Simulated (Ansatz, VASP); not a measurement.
## SiC (Moissanite 3C): VASP beside Ansatz

One calculation is typed for both programs; each brings its own data sets. How far apart do they land? The cell is taken from a series of runs on this material, whose earlier steps may have relaxed, scaled, displaced or heated it; both programs get it as it stands.

Calculated with Ansatz 0.2.0; plane waves, with VASP 6.6.1 beside it; LDA and PBE.

**1. The starting structure**

It takes space group F-43m (No. 216, cubic). Conventional cell: a = 4.328 Å, b = 4.328 Å, c = 4.328 Å, α = 90.00°, β = 90.00°, γ = 90.00°. Nearest to Si lie 4 C at 1.87 Å. Nearest to C lie 4 Si at 1.87 Å. Farther neighbours are not listed.

Coordinates:

```cif
data_structure
_symmetry_space_group_name_H-M 'F-43m'
_symmetry_Int_Tables_number 216
_cell_length_a 4.3285
_cell_length_b 4.3285
_cell_length_c 4.3285
_cell_angle_alpha 90.000
_cell_angle_beta 90.000
_cell_angle_gamma 90.000
_cell_volume 81.10
loop_
_atom_site_label
_atom_site_type_symbol
_atom_site_symmetry_multiplicity
_atom_site_Wyckoff_symbol
_atom_site_fract_x
_atom_site_fract_y
_atom_site_fract_z
_atom_site_occupancy
Si1 Si 4 a 0.00000 0.00000 0.00000 1
C1 C 4 d 0.25000 0.25000 0.75000 1
```

**2. VASP: single point, LDA, pair 1**

With cell and atoms fixed, the geometry can't cause a difference; cores, projectors, grids and the points listed under the comparison can.

Lines of VASP's logs that name or quote its potential files are left out, and so is its time.

Input file INCAR:

```
SYSTEM = SiC
PREC = Accurate
ENCUT = 520
EDIFF = 1E-06
NELM = 120
ISMEAR = 0
SIGMA = 0.01
LREAL = .FALSE.
ALGO = Normal
GGA = PW92
NBANDS = 10
LORBIT = 11
LWAVE = .FALSE.
LCHARG = .FALSE.
ISIF = 2
LASPH = .TRUE.
GGA_COMPAT = .FALSE.
EFERMI = MIDGAP
```

Input file POSCAR:

```
SiC
1.0
    0.0000000000      2.1642378442      2.1642378442
    2.1642378442      0.0000000000      2.1642378442
    2.1642378442      2.1642378442      0.0000000000
Si C
1 1
Direct
    0.0000000000      0.0000000000      0.0000000000
    0.2500000000      0.2500000000      0.2500000000
```

Input file KPOINTS:

```
Automatic mesh
0
Gamma
6 6 6
0 0 0
```

The projector-augmented-wave data sets are Si and C (LDA family, release 64).

The run is started by

```console
$ mpirun -np 1 vasp_std
```

Numbers of over 12 decimals in the logs are rounded to 6 here.

What it wrote:

```text
[banner, memory and clock lines left out]
running    1 mpi-ranks, on    1 nodes
 distrk:  each k-point on    1 cores,    1 groups
 distr:  one band on    1 cores,    1 groups

 POSCAR found type information on POSCAR SiC
 POSCAR found :  2 types and       2 ions
|                                                                             |
|               ----> ADVICE to this user running VASP <----                  |
|                                                                             |
|     You enforced a specific xc type in the INCAR file but a different       |
|     [... a line on the potential file left out ...]
|     I HOPE YOU KNOW WHAT YOU ARE DOING!                                     |
|                                                                             |

 LDA part: xc-table for (Slater(with rela. corr.)+PW92), standard interpolation
 POSCAR, INCAR and KPOINTS ok, starting setup
 FFT: planning ... GRIDC
 FFT: planning ... GRID_SOFT
 FFT: planning ... GRID
 WAVECAR not read
 entering main loop
       N       E                     dE             d eps       ncg     rms          rms(c)
DAV:   1     0.356750054399E+01    0.35675E+01   -0.41579E+03   336   0.684E+02
DAV:   2    -0.180976954894E+02   -0.21665E+02   -0.20520E+02   426   0.114E+02
DAV:   3    -0.187526530601E+02   -0.65496E+00   -0.65392E+00   364   0.176E+01
DAV:   4    -0.187556348984E+02   -0.29818E-02   -0.29815E-02   388   0.151E+00
DAV:   5    -0.187556476509E+02   -0.12753E-04   -0.12752E-04   364   0.830E-02    0.930E+00
DAV:   6    -0.167403535439E+02    0.20153E+01   -0.75647E+00   330   0.133E+01    0.410E+00
DAV:   7    -0.166632394616E+02    0.77114E-01   -0.40245E-01   376   0.395E+00    0.183E+00
DAV:   8    -0.166425277224E+02    0.20712E-01   -0.27763E-02   332   0.108E+00    0.176E-01
DAV:   9    -0.166421625192E+02    0.36520E-03   -0.18233E-03   392   0.249E-01    0.948E-02
DAV:  10    -0.166421761411E+02   -0.13622E-04   -0.10860E-04   340   0.709E-02    0.312E-02
DAV:  11    -0.166421764949E+02   -0.35378E-06   -0.31392E-06   352   0.119E-02
   1 F= -.16642176E+02 E0= -.16642176E+02  d E =0.000000E+00
```

OUTCAR, selected parts (step 2):

```text
ion  position               nearest neighbor table
   1  0.000  0.000  0.000-   2 1.87   2 1.87   2 1.87   2 1.87
   2  0.250  0.250  0.250-   1 1.87   1 1.87   1 1.87   1 1.87

  LATTYP: Found a face centered cubic cell.
 ALAT       =     4.3284756884

 Subroutine GETGRP returns: Found 24 space group operations
 (whereof 24 operations were pure point group operations)

The static configuration has the point symmetry T_d .

 Found     16 irreducible k-points:

   k-points           NKPTS =     16   k-points in BZ     NKDIM =     16   number of bands    NBANDS=     10

   dimension x,y,z NGX =    24 NGY =   24 NGZ =   24
   dimension x,y,z NGXF=    48 NGYF=   48 NGZF=   48

   ENCUT  =  520.0 eV  38.22 Ry    6.18 a.u.   5.69  5.69  5.69*2*pi/ulx,y,z

   NELECT =       8.0000    total number of electrons

 k-points in reciprocal lattice and weights: Automatic mesh
   0.00000000  0.00000000  0.00000000       0.005
   0.16666667  0.00000000  0.00000000       0.037
   0.33333333  0.00000000  0.00000000       0.037
   0.50000000  0.00000000  0.00000000       0.019
   0.16666667  0.16666667  0.00000000       0.028
   0.33333333  0.16666667  0.00000000       0.111
   0.50000000  0.16666667  0.00000000       0.111
  -0.33333333  0.16666667  0.00000000       0.111
  -0.16666667  0.16666667  0.00000000       0.056
[...]
-0.33333333  0.33333333  0.16666667       0.111
  -0.33333333  0.50000000  0.16666667       0.056

 average (electrostatic) potential at core
       1 -81.6608       2 -48.7236

 E-fermi :   8.9451

 k-point     1 :       0.0000    0.0000    0.0000
  band No.  band energies     occupation
      1      -7.1746      2.00000
      2       8.3026      2.00000
      3       8.3026      2.00000
      4       8.3026      2.00000
      5      14.8349      0.00000
      6      15.6321      0.00000
      7      15.6321      0.00000
      8      15.6321      0.00000
      9      22.8781      0.00000
    ...

 k-point     2 :       0.1667    0.0000    0.0000
  band No.  band energies     occupation
      1      -6.6245      2.00000
      2       5.9359      2.00000
      3       7.9697      2.00000
      4       7.9697      2.00000
      5      14.7896      0.00000
      6      16.1516      0.00000
      7      16.1516      0.00000
      8      16.7739      0.00000
      9      21.3006      0.00000
    ...

 k-point     3 :       0.3333    0.0000    0.0000
  band No.  band energies     occupation
      1      -5.0591      2.00000
      2       2.0814      2.00000
      3       7.4526      2.00000
      4       7.4526      2.00000
      5      14.1224      0.00000
      6      15.9423      0.00000
      7      15.9423      0.00000
      8      18.2473      0.00000
      9      22.6234      0.00000
    ...

  Total        0.0330288      0.0330288      0.0330288      0.0000000      0.0000000      0.0000000
  in kB        2.6101111      2.6101111      2.6101111      0.0000000      0.0000000      0.0000000
  external PRESSURE =       2.6101111 kB  Pullay stress =       0.0000000 kB

  energy-cutoff  :      520.00
  volume of cell :       20.27
      direct lattice vectors                 reciprocal lattice vectors
     0.000000000  2.164237844  2.164237844    -0.231028212  0.231028212  0.231028212
     2.164237844  0.000000000  2.164237844     0.231028212 -0.231028212  0.231028212
     2.164237844  2.164237844  0.000000000     0.231028212  0.231028212 -0.231028212

 POSITION                                       TOTAL-FORCE (eV/Angst)
 -----------------------------------------------------------------------------------
      0.00000      0.00000      0.00000         0.000000     -0.000000      0.000000
      1.08212      1.08212      1.08212        -0.000000      0.000000     -0.000000
 -----------------------------------------------------------------------------------
    total drift:                                0.000000      0.000000      0.000000

  FREE ENERGIE OF THE ION-ELECTRON SYSTEM (eV)
  ---------------------------------------------------
  free  energy   TOTEN  =       -16.6421764949 eV

  energy  without entropy=      -16.6421764949  energy(sigma->0) =      -16.64217649

 total charge
# of ion       s       p       d       tot
------------------------------------------
    1        0.714   0.999   0.000   1.713
    2        0.829   1.732   0.000   2.562
--------------------------------------------------
tot          1.543   2.731   0.000   4.274

[... 3 further parts left out ...]
```

The gap is read on the k-mesh alone, so it is an upper bound where the band edges lie off the mesh.

**3. Ansatz: single point, LDA, pair 1**

Ansatz runs on PAW files that the input asks for by source.

The same cell, functional (in two slightly different forms) and mesh now go to Ansatz.

Input file input.yaml:

```yaml
crystal:
  lattice:
    - [0.0, 2.1642378442, 2.1642378442]
    - [2.1642378442, 0.0, 2.1642378442]
    - [2.1642378442, 2.1642378442, 0.0]
  atoms:
    - { symbol: Si, position: [0.0, 0.0, 0.0] }
    - { symbol: C, position: [0.25, 0.25, 0.25] }
kpoints:
  mp_grid: { grid: [6, 6, 6] }
hamiltonian:
  xc: lda
  pseudopotentials: { kind: paw, source: ansatz, frozen_core: stored }
scf:
  occupations: { method: fixed }
  lower_state_search: "off"
  convergence: { dr2_threshold: 1.0e-09 }
output:
  embedding: [{ level: hf }]
basis:
  ecutwfc: 1000
```

The run is started by

```console
$ ansatz run input.yaml --threads 4 --pin off --max-ram 18432MiB --backend cpu --events-out ev --progress --plain --runs-dir out
```

What it wrote:

```text
Warning: <dir> the record states the generating functional pbe (its physics header spells it `PBE`), which answers neither for hamiltonian.xc's functional nor for the lda family's, and the run keeps its frozen core as the file was made (hamiltonian.pseudopotentials.frozen_core says where one is remade) — results may be inconsistent (PPs are generated against a specific XC)
Warning: <dir> the record states the generating functional pbe (its physics header spells it `PBE`), which answers neither for hamiltonian.xc's functional nor for the lda family's, and the run keeps its frozen core as the file was made (hamiltonian.pseudopotentials.frozen_core says where one is remade) — results may be inconsistent (PPs are generated against a specific XC)
Engine: ansatz 0.2.0, aarch64-unknown-linux-gnu
Pseudopotentials: kind: paw
Pseudopotential: Si, paw, valence charge 4, recommended cutoff 460 eV (normal), Si.paw.azcp
Pseudopotential: C, paw, valence charge 4, recommended cutoff 820 eV (normal), C.paw.azcp
Functional definition: SPW92
  exchange = slater_x
  correlation = pw_c
Crystal: 2 atoms, lattice volume = 20.274 Å³
Basis set: ecut = 1000 eV, 1459 PW (Γ)
Bands: 8, of which v1, the nominal top of the filled ones, is band 4 counted from 1 (3 counted from 0)
Symmetry: 24 space group operations
Space group: F-43m (ITA 216), of the structure as read, at distance tolerance 2.7e-5 Å
k-points: 16 of 216 (time reversal used)
Non-local potential: Si, projectors of the file, l = 0: 2, l = 1: 3, l = 2: 1
Non-local potential: C, projectors of the file, l = 0: 2, l = 1: 2
PAW form: soft (Blöchl's): semilocal exchange-correlation on the pseudo side does not see the compensation charge
PAW frozen core: Si, as the file was generated: the input asks for it (`frozen_core: stored`)
PAW frozen core: C, as the file was generated: the input asks for it (`frozen_core: stored`)
PAW one-centre angular grid: Si, 110 points (default); XC on 64 Gauss nodes
PAW one-centre angular grid: C, 110 points (default); XC on 64 Gauss nodes
Initial density: superposition of atomic densities (chi_scale 0.1, normalization cell, long waves kept (reshape's long-wave potential 0.00 eV rms))
Initial wavefunctions: pseudopotential atomic-orbital guess
Functional: x = slater, c = lda
SCF iter   1: F=—  HF=-853.703948 eV  |F-HF|=—  |Δ(HF+E_count)|=         —  Δρ=1.43e-1  dr2=4.98e0  ethr=3.10e-3  ⟨swp⟩=5.1  Hψ=917  notcnv=0  defer=26
preconditioner: auto → none  [insulator: Δε(μ)=3.379 eV  Ē_g=14.877 eV  n_scr=0 (ndim 8)  ℏωp=23.3 eV  f_vac=0.000  ε∞_Penn≈3.5]
SCF iter   2: F=—  HF=-852.170002 eV  |F-HF|=—  |Δ(HF+E_count)|=    1.53e0  Δρ=5.04e-2  dr2=3.35e-1  ethr=3.10e-3  ⟨swp⟩=3.2  Hψ=434  notcnv=0  defer=25
SCF iter   3: F=—  HF=-852.068308 eV  |F-HF|=—  |Δ(HF+E_count)|=   1.02e-1  Δρ=1.90e-2  dr2=3.81e-2  ethr=3.10e-3  ⟨swp⟩=2.1  Hψ=250  notcnv=0  defer=27
SCF iter   4: F=—  HF=-852.058745 eV  |F-HF|=—  |Δ(HF+E_count)|=   9.56e-3  Δρ=1.32e-3  dr2=1.74e-4  ethr=4.76e-4  ⟨swp⟩=2.0  Hψ=164  notcnv=0  defer=27
SCF iter   5: F=—  HF=-852.058784 eV  |F-HF|=—  |Δ(HF+E_count)|=   3.92e-5  Δρ=1.83e-4  dr2=2.78e-6  ethr=2.18e-6  ⟨swp⟩=2.5  Hψ=192  notcnv=0  defer=27
SCF iter   6: F=—  HF=-852.058781 eV  |F-HF|=—  |Δ(HF+E_count)|=   3.85e-6  Δρ=3.50e-5  dr2=2.00e-7  ethr=3.47e-8  ⟨swp⟩=2.2  Hψ=185  notcnv=0  defer=2
SCF iter   7: F=—  HF=-852.058778 eV  |F-HF|=—  |Δ(HF+E_count)|=   2.15e-6  Δρ=6.54e-6  dr2=6.15e-9  ethr=2.50e-9  ⟨swp⟩=2.3  Hψ=185  notcnv=0
SCF iter   8: F=-852.058778 eV  HF=-852.058778 eV  |F-HF|=1.14e-13  |Δ(HF+E_count)|=   1.73e-9  Δρ=1.92e-7  dr2=2.10e-12  ethr=1.25e-11  ⟨swp⟩=4.6  Hψ=624  notcnv=0
SCF 1 converged in 8 iterations: F = -852.058778 eV  dr2 = 2.10e-12
  greatest PAW one-centre occupation: 0.494 electrons in one spin orbital (limit 2), on the Si atom at site 0 (counted from 0), in its partial waves of l = 0
Embedding: level 1/1
SCF converged after 8 iterations
Free energy (F): -852.058778 eV
Harris-Foulkes:  -852.058778 eV  (|F-HF|=1.14e-13)
Internal energy: -852.058778 eV  (E = F + TS)
E sigma→0 (E₀):  -852.058778 eV
Fermi energy:    9.573833 eV
--- Per-component energies (eV) ---
  E_band       = 29.105228
  E_kinetic    = 151.574502
  E_local      = -109.741451  (includes V_loc(G=0)·N_el)
  E_nonlocal   = 44.006357
  E_hartree    = 31.266821
  E_xc         = -112.442671
  E_vxc        = -110.513294  (∫ρ·V_xc dr)
  E_paw        = -569.996047  (= ΣΔE_a)
  E_vpaw       = -8.754519  (= ΣTr[D̂ρ^β])
  E_aug_tail   = -0.000014  (compensation charges beyond the density's cutoff)
  E_ewald      = -286.726276
  E_smearing   = -0.000000  (= −TS)
  E_closure    = -0.000000  (closes the sum)
  Σ components = -852.058778   (vs F -852.058778, Δ=0.00e0)
--- Band table (eV; the first three rows and the last of 16) ---
  k-point 0: bands = ["-5.9367", "9.5738", "9.5738", "9.5738", "16.0753", "16.8970", "16.8970", "16.8970"]
  k-point 1: bands = ["-5.3858", "7.1966", "9.2365", "9.2365", "16.0456", "17.4219", "17.4219", "18.0282"]
  k-point 2: bands = ["-3.8181", "3.3312", "8.7132", "8.7132", "15.3869", "17.2242", "17.2242", "19.5022"]
  k-point 15: bands = ["-0.5401", "2.2001", "4.9478", "5.0744", "13.5345", "16.6567", "20.4877", "21.8212"]
--- Embedding: other levels on nested regions, to first order at the run's own orbitals ---
  hf on the whole cell: 4 occupied orbitals
    hf − lda = -17.119763 eV: smooth +112.442671, one-centre -55.545371, exact exchange -74.017063 eV
  E of the run      =      -852.058778 eV
  E with the levels =      -869.178542 eV; the forces and the stress are the run's own
```

The column dr2 measures how far the density is from self-consistency, as an energy; F and HF (Harris–Foulkes) agree once it is small.

**4. Differences**

Known differences besides the potentials themselves: fixed occupations in Ansatz, narrow Gaussian smearing in VASP; the cutoff is 1000 eV in Ansatz and 520 eV in VASP; VASP's log shows a relativistic correction to its local exchange, Ansatz's none. Total energies have different zeros and are not compared.

The two programs side by side:

| quantity | Ansatz | VASP | difference |
| --- | --- | --- | --- |
| gap on the k mesh (eV) | 1.292 | 1.285 | +0.007 |

A gap on the mesh is an upper bound, since the band edges may lie between its points.

**5. VASP: single point, PBE**

A single point takes one fixed geometry, so differences don't come from the geometry; what else differs is listed under the comparison.

Edit INCAR of step 2 so:

```diff
@@ -9,3 +9,3 @@
 ALGO = Normal
-GGA = PW92
+GGA = PE
 NBANDS = 10
```

POSCAR is that of step 2.

Input file KPOINTS:

```
Automatic mesh
0
Gamma
10 10 10
0 0 0
```

The projector-augmented-wave data sets are Si and C (PBE family, release 64).

The run is started by

```console
$ mpirun -np 1 vasp_std
```

What it wrote:

```text
[banner, memory and clock lines left out]
running    1 mpi-ranks, on    1 nodes
[...]
LDA part: xc-table for (Slater+PW92), standard interpolation
 POSCAR, INCAR and KPOINTS ok, starting setup
[...]
entering main loop
       N       E                     dE             d eps       ncg     rms          rms(c)
DAV:   1     0.363742978724E+01    0.36374E+01   -0.39453E+03   980   0.666E+02
DAV:   2    -0.163482898096E+02   -0.19986E+02   -0.18724E+02  1240   0.114E+02
DAV:   3    -0.169534372624E+02   -0.60515E+00   -0.60425E+00  1100   0.169E+01
DAV:   4    -0.169557849339E+02   -0.23477E-02   -0.23475E-02  1068   0.134E+00
[...]
DAV:  10    -0.150431043997E+02   -0.10311E-03   -0.19740E-04  1018   0.951E-02    0.239E-02
DAV:  11    -0.150431063031E+02   -0.19034E-05   -0.34506E-05  1068   0.332E-02    0.577E-03
DAV:  12    -0.150431066758E+02   -0.37264E-06   -0.13325E-06   570   0.798E-03
   1 F= -.15043107E+02 E0= -.15043107E+02  d E =0.000000E+00
```

Parts of OUTCAR (step 5):

```text
  Total        1.0103105      1.0103105      1.0103105      0.0000000      0.0000000     -0.0000000
  in kB       79.8399949     79.8399949     79.8399949      0.0000000      0.0000000     -0.0000000
  external PRESSURE =      79.8399949 kB  Pullay stress =       0.0000000 kB

 POSITION                                       TOTAL-FORCE (eV/Angst)
 -----------------------------------------------------------------------------------
      0.00000      0.00000      0.00000         0.000000      0.000000      0.000000
      1.08212      1.08212      1.08212        -0.000000     -0.000000     -0.000000
 -----------------------------------------------------------------------------------
    total drift:                                0.000000      0.000000      0.000000

  FREE ENERGIE OF THE ION-ELECTRON SYSTEM (eV)
  ---------------------------------------------------
  free  energy   TOTEN  =       -15.0431066758 eV

  energy  without entropy=      -15.0431066758  energy(sigma->0) =      -15.04310668

[... 1 part as in an earlier step ...]

[... 2 further parts left out ...]
[key lines of the parts left out:]
E-fermi :   9.0062
```

The run ends at a pressure of 7.98 GPa.

**6. Ansatz: single point, PBE**

The same cell, functional and mesh now go to Ansatz, which takes its cutoff from its data sets.

The cell is taken from a series of runs on this material, whose earlier steps may have relaxed, scaled, displaced or heated it; both programs get it as it stands.

Input file input.yaml:

```yaml
crystal:
  lattice:
    - [0.0, 2.1642378442, 2.1642378442]
    - [2.1642378442, 0.0, 2.1642378442]
    - [2.1642378442, 2.1642378442, 0.0]
  atoms:
    - { symbol: Si, position: [0.0, 0.0, 0.0] }
    - { symbol: C, position: [0.25, 0.25, 0.25] }
kpoints:
  mp_grid: { grid: [10, 10, 10] }
hamiltonian:
  xc: pbe
  pseudopotentials: { kind: paw, source: ansatz }
scf:
  occupations: { method: fixed }
  n_extra_bands: 4
  lower_state_search: "off"
  convergence: { dr2_threshold: 1.0e-09 }
output:
  eigenvalues: true
```

The run is started by

```console
$ ansatz run input.yaml --threads 4 --pin off --max-ram 18432MiB --backend cpu --events-out ev --progress --plain --runs-dir out
```

What it wrote:

```text
[...]
Crystal: 2 atoms, lattice volume = 20.274 Å³
Basis set: ecut = 820 eV, 1067 PW (Γ)
Bands: 8, of which v1, the nominal top of the filled ones, is band 4 counted from 1 (3 counted from 0)
Symmetry: 24 space group operations
[...]
k-points: 47 of 1000 (time reversal used)
[...]
SCF iter   1: F=—  HF=-888.639138 eV  |F-HF|=—  |Δ(HF+E_count)|=         —  Δρ=1.44e-1  dr2=5.04e0  ethr=3.10e-3  ⟨swp⟩=5.2  Hψ=2690  notcnv=0  defer=85
[...]
SCF iter   8: F=-887.056665 eV  HF=-887.056665 eV  |F-HF|=7.73e-12  |Δ(HF+E_count)|=   2.38e-9  Δρ=3.63e-7  dr2=1.35e-11  ethr=1.25e-11  ⟨swp⟩=4.7  Hψ=1859  notcnv=0
SCF 1 converged in 8 iterations: F = -887.056665 eV  dr2 = 1.35e-11
[...]
SCF converged after 8 iterations
Free energy (F): -887.056665 eV
[...]
Internal energy: -887.056665 eV  (E = F + TS)
E sigma→0 (E₀):  -887.056665 eV
Fermi energy:    9.765762 eV
[...]
--- Band table (eV; the first three rows and the last of 47) ---
[...]
```

**7. Side by side**

What differs besides the data sets and the points named for the pairs above, as far as they apply: the cutoff is 820 eV in Ansatz and 520 eV in VASP. Total energies have different zeros and are not compared.

The two programs side by side:

| quantity | Ansatz | VASP | difference |
| --- | --- | --- | --- |
| gap on the k mesh (eV) | 1.339 | 1.338 | +0.002 |

A gap on the mesh is an upper bound, since the band edges may lie between its points.

[end of part 1 of 2]

[Lines on the potential files, build, host, timing and source positions are cut from VASP's logs without a mark.]

[Logs are printed without paths, hosts, clocks, repeated set-up lines and the standing remarks that a program may print on its own settings, such as how far it seeks lower states.]

[Hosts, paths, dates, database ids (printed as entryN), source tags and the programs' standing remarks are cut or masked in the printed files.]
